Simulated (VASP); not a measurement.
Energy against volume of Au (fcc). These are optB86b-vdW, VASP's PBE PAW potentials (set 64) (plane waves; VASP) values and carry that method's errors. Numerical set-up: 520 eV cut-off, 15×15×15 Γ-centred mesh, first-order Methfessel-Paxton smearing of 0.10 eV, potentials Au.

```
V (Å³/atom)  E (eV/atom)
-----------  -----------
16.434          -0.75005
16.958          -0.77775
17.483          -0.78646
18.007          -0.77950
```

Problem. Fit these four points and predict the energy of the run at 18.532 Å³/atom.

Solution. A cubic in V^(−2/3), the third-order Birch-Murnaghan form, passes through the four points with V0 = 17.49 Å³/atom and B0 = 158 GPa, and gives -0.7596 eV/atom there. The run gave -0.7597 eV/atom, -0.1 meV/atom from the fit; all five points give B0 = 158 GPa.

The compound is Au in the fcc structure. It was relaxed first.
